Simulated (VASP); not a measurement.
Input of a VASP 6.6.1 run:

POSCAR

```
H3C2I2F
1.0
   13.0000000000      0.0000000000      0.0000000000
    0.0000000000     13.0000000000      0.0000000000
    0.0000000000      0.0000000000     13.0000000000
F C I H
1 2 2 3
Direct
    0.4449692300      0.4808846200      0.6203576900
    0.5183461500      0.4952769200      0.5480576900
    0.4732769200      0.5031384600      0.4426884600
    0.6221076900      0.3643461500      0.5506192300
    0.3798923100      0.6388846200      0.4293807700
    0.5659692300      0.5607615400      0.5695192300
    0.5331461500      0.5103846200      0.3848730800
    0.4236384600      0.4380538500      0.4255730800
```

File INCAR.step1:

```
SYSTEM = H3C2I2F
  ALGO = Normal
  EDIFF = 1E-5
  ENCUT = 520
  GGA = PE
  ISIF = 2
  ISMEAR = 0
  LASPH = .True.
  LCHARG = .False.
  LREAL = .False.
  LWAVE = .True.
  NELM = 100
  PREC = Accurate
  SIGMA = 0.01
```

Contents of INCAR.step2:

```
SYSTEM = H3C2I2F
  ALGO = Normal
  EDIFF = 1E-7
  ENCUT = 520
  GGA = PE
  HFSCREEN = 0.2
  ISIF = 2
  ISMEAR = 0
  ISTART = 1
  LASPH = .True.
  LCHARG = .False.
  LHFCALC = .True.
  LREAL = .False.
  LWAVE = .False.
  NELM = 100
  PREC = Accurate
  PRECFOCK = Fast
  SIGMA = 0.01
```

File KPOINTS:

```
k-points
0
Gamma
  1 1 1
  0 0 0
```

Potentials or basis: VASP PAW PBE potentials, release 64 (F, C, I, H).

Run with:

```console
$ cat potpaw_PBE.64/F/POTCAR potpaw_PBE.64/C/POTCAR potpaw_PBE.64/I/POTCAR potpaw_PBE.64/H/POTCAR > POTCAR
$ cp INCAR.step1 INCAR
$ mpirun -np 1 vasp_gam > vasp.out
$ cp INCAR.step2 INCAR
$ mpirun -np 1 vasp_gam > vasp.out
```

**Question.** What does it give for the gap between the frontier levels?

**Answer.** 5.10 eV.

**Question.** Estimate the largest force.

**Answer.** 0.439 eV/Å.

Forces in eV/Å, atoms in the order of the input:
```
F   -0.300 -0.060  0.315
C    0.343  0.050 -0.269
C   -0.023  0.013 -0.045
I    0.002  0.004  0.010
I    0.004 -0.004 -0.009
H   -0.019 -0.015  0.004
H   -0.004  0.002  0.003
H   -0.004  0.010 -0.009
```

Caveat: the PAW data sets were made with another functional, which shifts forces and pressure a little; spin-orbit coupling is left out, which moves the levels of the heavy elements.
